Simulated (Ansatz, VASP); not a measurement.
# SnS2 (1T-SnS2 4 layers, AA): VASP beside Ansatz, part 2 of 2

Aim: how closely do two programs agree when they are given the same cell, functional and k mesh? The structure shown is the start of the Ansatz relaxation below; VASP solves that cell, so the two are compared at the walk's first step.

VASP 6.6.1 and Ansatz 0.2.0.

So far: The starting structure; Ansatz: relaxation, PBEsol with D3(BJ).

### Step 3. VASP: single point, PBEsol with D3(BJ), start cell

Level of this step: PBEsol with D3(BJ); plane waves and PAW (S, Sn_d) (VASP).

The same cell, functional, mesh and smearing now go to VASP, with its own data sets.

Lines of VASP's logs that name or quote its potential files are left out, and so is its time.

INCAR reads:

```
SYSTEM = SnS2
PREC = Accurate
ENCUT = 400
EDIFF = 1E-06
NELM = 120
ISMEAR = -1
SIGMA = 0.05
LREAL = .FALSE.
ALGO = Normal
GGA = PS
IVDW = 12
NBANDS = 64
LORBIT = 11
LWAVE = .FALSE.
LCHARG = .FALSE.
ISIF = 2
LDIPOL = .TRUE.
IDIPOL = 3
DIPOL = 0.5 0.5 0.5
LVHAR = .TRUE.
LASPH = .TRUE.
GGA_COMPAT = .FALSE.
EFERMI = MIDGAP
NELMDL = -8
KPAR = 2
```

POSCAR reads:

```
SnS2
1.0
    3.7000000000      0.0000000000      0.0000000000
   -1.8500000000      3.2042940000      0.0000000000
    0.0000000000      0.0000000000     63.5606670000
S Sn
8 4
Direct
    0.6666666667      0.3333333333      0.3720854597
    0.3333333333      0.6666666667      0.4006434750
    0.6666666667      0.3333333333      0.4478424762
    0.3333333333      0.6666666667      0.4764004994
    0.6666666667      0.3333333333      0.5235995006
    0.3333333333      0.6666666667      0.5521575238
    0.6666666667      0.3333333333      0.5993565250
    0.3333333333      0.6666666667      0.6279145403
    0.0000000000      0.0000000000      0.3863644634
    0.0000000000      0.0000000000      0.4621214878
    0.0000000000      0.0000000000      0.5378785122
    0.0000000000      0.0000000000      0.6136355366
```

KPOINTS reads:

```
Automatic mesh
0
Gamma
12 12 1
0 0 0
```

The projector-augmented-wave data sets are S and Sn_d (PBE family, release 64).

Run with:

```sh
mpirun -np 2 vasp_std
```

Numbers of over 12 decimals in the logs are rounded to 6 here.

Output:

```text
[banner, memory and clock lines left out]
running    2 mpi-ranks, on    1 nodes
 distrk:  each k-point on    1 cores,    2 groups
 distr:  one band on    1 cores,    1 groups

 POSCAR found type information on POSCAR S Sn
 POSCAR found :  2 types and      12 ions
|                                                                             |
|               ----> ADVICE to this user running VASP <----                  |
|                                                                             |
|     You enforced a specific xc type in the INCAR file but a different       |
|     [... a line on the potential file left out ...]
|     I HOPE YOU KNOW WHAT YOU ARE DOING!                                     |
|                                                                             |

 LDA part: xc-table for (Slater+PW92), standard interpolation
|                                                                             |
|           W    W    AA    RRRRR   N    N  II  N    N   GGGG   !!!           |
|           W    W   A  A   R    R  NN   N  II  NN   N  G    G  !!!           |
|           W    W  A    A  R    R  N N  N  II  N N  N  G       !!!           |
|           W WW W  AAAAAA  RRRRR   N  N N  II  N  N N  G  GGG   !            |
|           WW  WW  A    A  R   R   N   NN  II  N   NN  G    G                |
|           W    W  A    A  R    R  N    N  II  N    N   GGGG   !!!           |
|                                                                             |
|     One of the lattice vectors is very long (>50 A), but AMIN is rather     |
|     large. This can spoil convergence since charge sloshing might occur     |
|     along the long lattice vector. If problems with convergence are         |
|     observed, try to decrease AMIN to a smaller value (e.g. 0.01).          |
|     Note: This warning only applies if the self-consistency cycle is        |
|     used.                                                                   |
|                                                                             |

 POSCAR, INCAR and KPOINTS ok, starting setup
 FFT: planning ... GRIDC
 FFT: planning ... GRID_SOFT
 FFT: planning ... GRID
 WAVECAR not read
 entering main loop
       N       E                     dE             d eps       ncg     rms          rms(c)
DAV:   1     0.951154749694E+03    0.95115E+03   -0.41010E+04  2928   0.122E+03
DAV:   2     0.922826672209E+02   -0.85887E+03   -0.83671E+03  2928   0.315E+02
DAV:   3    -0.399558466055E+02   -0.13224E+03   -0.13074E+03  2912   0.156E+02
DAV:   4    -0.469661646392E+02   -0.70103E+01   -0.69561E+01  3032   0.398E+01
DAV:   5    -0.472412593428E+02   -0.27509E+00   -0.27487E+00  3480   0.711E+00
DAV:   6    -0.472483255667E+02   -0.70662E-02   -0.70653E-02  3520   0.108E+00
DAV:   7    -0.472485637278E+02   -0.23816E-03   -0.23814E-03  3616   0.183E-01
DAV:   8    -0.472485726098E+02   -0.88820E-05   -0.88818E-05  3576   0.309E-02    0.295E+01
DAV:   9    -0.442991306851E+02    0.29494E+01   -0.48724E+00  3368   0.176E+01    0.187E+01
DAV:  10    -0.440408844100E+02    0.25825E+00   -0.43145E+00  3536   0.100E+01    0.279E+00
DAV:  11    -0.439011545813E+02    0.13973E+00   -0.12340E+00  3240   0.803E+00    0.165E+00
DAV:  12    -0.439057718970E+02   -0.46173E-02   -0.52183E-02  2944   0.965E-01    0.125E+00
DAV:  13    -0.439051995133E+02    0.57238E-03   -0.24726E-02  3360   0.144E+00    0.119E+00
DAV:  14    -0.439063166484E+02   -0.11171E-02   -0.48698E-03  3552   0.445E-01    0.102E+00
[...]
DAV:  19    -0.439043095297E+02    0.15855E-02   -0.90092E-03  3256   0.474E-01    0.762E-01
DAV:  20    -0.439040283991E+02    0.28113E-03   -0.20132E-03  3008   0.193E-01    0.345E-01
DAV:  21    -0.439040352405E+02   -0.68413E-05   -0.26772E-04  2888   0.545E-02    0.336E-01
DAV:  22    -0.439037914433E+02    0.24380E-03   -0.32725E-04  3424   0.123E-01    0.256E-01
DAV:  23    -0.439037254146E+02    0.66029E-04   -0.11448E-04  3408   0.612E-02    0.171E-01
DAV:  24    -0.439037230553E+02    0.23593E-05   -0.17175E-04  3408   0.707E-02    0.475E-02
DAV:  25    -0.439037360250E+02   -0.12970E-04   -0.22719E-05  2864   0.212E-02    0.483E-02
DAV:  26    -0.439037353362E+02    0.68874E-06   -0.48575E-07  1672   0.401E-03
   1 F= -.47484078E+02 E0= -.47484077E+02  d E =-.203437E-05
```

From OUTCAR (step 3):

```text
ion  position               nearest neighbor table
   1  0.667  0.333  0.372-   9 2.32   9 2.32   9 2.32
   2  0.333  0.667  0.401-   9 2.32   9 2.32   9 2.32
   3  0.667  0.333  0.448-  10 2.32  10 2.32  10 2.32
   4  0.333  0.667  0.476-  10 2.32  10 2.32  10 2.32
   5  0.667  0.333  0.524-  11 2.32  11 2.32  11 2.32
   6  0.333  0.667  0.552-  11 2.32  11 2.32  11 2.32
   7  0.667  0.333  0.599-  12 2.32  12 2.32  12 2.32
   8  0.333  0.667  0.628-  12 2.32  12 2.32  12 2.32
   9  0.000  0.000  0.386-   1 2.32   1 2.32   1 2.32   2 2.32   2 2.32   2 2.32
  10  0.000  0.000  0.462-   3 2.32   4 2.32   3 2.32   4 2.32   3 2.32   4 2.32
  11  0.000  0.000  0.538-   6 2.32   5 2.32   6 2.32   5 2.32   6 2.32   5 2.32
  12  0.000  0.000  0.614-   8 2.32   8 2.32   8 2.32   7 2.32   7 2.32   7 2.32

  LATTYP: Found a hexagonal cell.
 ALAT       =     3.7000000000
 C/A-ratio  =    17.1785586486

 Subroutine GETGRP returns: Found 12 space group operations
 (whereof 12 operations were pure point group operations)

The static configuration has the point symmetry D_3d.

 Found     19 irreducible k-points:

   k-points           NKPTS =     19   k-points in BZ     NKDIM =     19   number of bands    NBANDS=     64

   dimension x,y,z NGX =    24 NGY =   24 NGZ =  420
   dimension x,y,z NGXF=    48 NGYF=   48 NGZF=  840

   ENCUT  =  400.0 eV  29.40 Ry    5.42 a.u.   6.03  6.03103.65*2*pi/ulx,y,z

   NELECT =     104.0000    total number of electrons

 k-points in reciprocal lattice and weights: Automatic mesh
   0.00000000  0.00000000  0.00000000       0.007
   0.08333333 -0.00000000  0.00000000       0.042
   0.16666667 -0.00000000  0.00000000       0.042
   0.25000000 -0.00000000  0.00000000       0.042
   0.33333333  0.00000000  0.00000000       0.042
   0.41666667  0.00000000  0.00000000       0.042
   0.50000000 -0.00000000  0.00000000       0.021
   0.08333333  0.08333333  0.00000000       0.042
   0.16666667  0.08333333  0.00000000       0.083
[...]
0.33333333  0.25000000  0.00000000       0.083
   0.33333333  0.33333333  0.00000000       0.014

 dipolmoment           0.000000      0.000000     -0.000000 electrons x Angstroem

 average (electrostatic) potential at core
       1 -92.9036       2 -92.9087       3 -92.9105       4 -92.9105       5 -92.9105
       6 -92.9105       7 -92.9087       8 -92.9036       9-108.5926      10-108.5920
      11-108.5920      12-108.5926

 E-fermi :  -1.0952

 k-point     1 :       0.0000    0.0000    0.0000
  band No.  band energies     occupation
    ...
     48      -4.3176      2.00000
     49      -3.9236      2.00000
     50      -3.4909      2.00000
     51      -3.0793      2.00000
     52      -2.7978      2.00000
     53      -0.6434      0.00024
     54      -0.4973      0.00001
     55      -0.2933      0.00000
     56      -0.0996      0.00000
     57       1.4749      0.00000
    ...

 k-point     2 :       0.0833   -0.0000    0.0000
  band No.  band energies     occupation
    ...
     48      -3.7384      2.00000
     49      -3.2323      2.00000
     50      -2.9389      2.00000
     51      -2.6182      2.00000
     52      -2.3875      2.00000
     53      -0.0932      0.00000
     54      -0.0042      0.00000
     55       0.1115      0.00000
     56       0.2082      0.00000
     57       1.4699      0.00000
    ...

 k-point     3 :       0.1667   -0.0000    0.0000
  band No.  band energies     occupation
    ...
     48      -3.1270      2.00000
     49      -2.7619      2.00000
     50      -2.4555      2.00000
     51      -2.1374      2.00000
     52      -1.9115      2.00000
     53       0.5196      0.00000
     54       0.5659      0.00000
     55       0.6192      0.00000
     56       0.6587      0.00000
     57       1.4670      0.00000
    ...

 Edisp (eV)   -3.58034

  Total      66.48389    66.48389    39.79131     0.00000     0.00000     0.00000
  in kB     141.35282   141.35282    84.60115     0.00000     0.00000     0.00000
  external pressure =      122.44 kB  Pullay stress =        0.00 kB

  energy-cutoff  :      400.00
  volume of cell :      753.57
      direct lattice vectors                 reciprocal lattice vectors
     3.700000000  0.000000000  0.000000000     0.270270270  0.156040613  0.000000000
    -1.850000000  3.204294000  0.000000000     0.000000000  0.312081226  0.000000000
     0.000000000  0.000000000 63.560667000     0.000000000  0.000000000  0.015733000

 POSITION                                       TOTAL-FORCE (eV/Angst)
 -----------------------------------------------------------------------------------
      1.85000      1.06810     23.65000         0.000000      0.000000     -5.714885
     -0.00000      2.13620     25.46517         0.000000      0.000000      5.734948
      1.85000      1.06810     28.46517         0.000000     -0.000000     -5.682160
     -0.00000      2.13620     30.28033         0.000000      0.000000      5.689415
      1.85000      1.06810     33.28033        -0.000000     -0.000000     -5.689415
     -0.00000      2.13620     35.09550        -0.000000      0.000000      5.682160
      1.85000      1.06810     38.09550        -0.000000     -0.000000     -5.734948
     -0.00000      2.13620     39.91067        -0.000000     -0.000000      5.714885
      0.00000      0.00000     24.55758        -0.000000      0.000000      0.083307
      0.00000      0.00000     29.37275        -0.000000      0.000000      0.006551
      0.00000      0.00000     34.18792         0.000000      0.000000     -0.006551
      0.00000      0.00000     39.00308         0.000000      0.000000     -0.083307
 -----------------------------------------------------------------------------------
    total drift:                                0.000000      0.000000     -0.000000

  FREE ENERGIE OF THE ION-ELECTRON SYSTEM (eV)
  ---------------------------------------------------
  free  energy   TOTEN  =       -47.4840782295 eV

  energy  without entropy=      -47.4840761951  energy(sigma->0) =      -47.48407721

 vacuum level on the upper side and lower side of the slab         3.939         3.939

 total charge
# of ion       s       p       d       tot
------------------------------------------
    1        1.355   2.511   0.000   3.866
    2        1.356   2.508   0.000   3.865
    3        1.357   2.508   0.000   3.864
    4        1.357   2.508   0.000   3.864
    5        1.357   2.508   0.000   3.864
    6        1.357   2.508   0.000   3.864
    7        1.356   2.508   0.000   3.865
    8        1.355   2.511   0.000   3.866
    9        1.028   1.425  10.382  12.836
   10        1.028   1.426  10.382  12.837
   11        1.028   1.426  10.382  12.837
   12        1.028   1.425  10.382  12.836
--------------------------------------------------
tot         14.963  25.771  41.529  82.263

[... 3 further parts left out ...]
```

The gap is read on the k-mesh alone, so it is an upper bound where the band edges lie off the mesh. The PAW data sets were made with PBE, which is usual practice but a small mismatch for other functionals.

### Step 4. Differences

Known differences besides the potentials themselves: Ansatz cuts the interaction across the vacuum, VASP repeats the sheet with a dipole correction; the cutoff is 420 eV in Ansatz and 400 eV in VASP; Ansatz makes its cores anew for this functional, VASP keeps those of its PBE data sets. Total energies have different zeros and are not compared.

Forces on 7 of the 12 atoms, those with the largest forces and the largest differences (eV/Å; atoms numbered as in POSCAR):

| atom | Ansatz x, y, z | VASP x, y, z |
| --- | --- | --- |
| S1 | 0.000, 0.000, -5.718 | 0.000, 0.000, -5.715 |
| S2 | 0.000, 0.000, 5.738 | 0.000, 0.000, 5.735 |
| S3 | 0.000, 0.000, -5.685 | 0.000, 0.000, -5.682 |
| S4 | 0.000, 0.000, 5.693 | 0.000, 0.000, 5.689 |
| S5 | 0.000, 0.000, -5.693 | 0.000, 0.000, -5.689 |
| S7 | 0.000, 0.000, -5.738 | 0.000, 0.000, -5.735 |
| S8 | 0.000, 0.000, 5.718 | 0.000, 0.000, 5.715 |

The forces differ by 1.4 meV/Å r.m.s., which is 0.1 % of the r.m.s. force of 2.690 eV/Å (both taken over all components). VASP's last cycles still show a density residual of 5e-03, so its state may not be settled. With vacuum in the cell, a pressure given here is an average over mostly empty space and none of the material.

### Step 5. Results

| Quantity | Value |
| --- | --- |
| r.m.s. force difference (single point, PBEsol with D3(BJ), start cell) | 0.052 % of the r.m.s. force |

**Reading.** The r.m.s. force difference is 0.052 % of the r.m.s. force (single point, PBEsol with D3(BJ), start cell), within the 3 % picked in this series as the mark of a large difference. 1 further run of this series is not shown here. How closely two codes agree says nothing of how well the functional describes the real material.

[Lines on the potential files, build, host, timing and source positions are cut from VASP's logs without a mark.]

[Logs are printed without paths, hosts, clocks, repeated set-up lines and the standing remarks that a program may print on its own settings, such as how far it seeks lower states.]

[Hosts, paths, dates, database ids (printed as entryN), source tags and the programs' standing remarks are cut or masked in the printed files.]
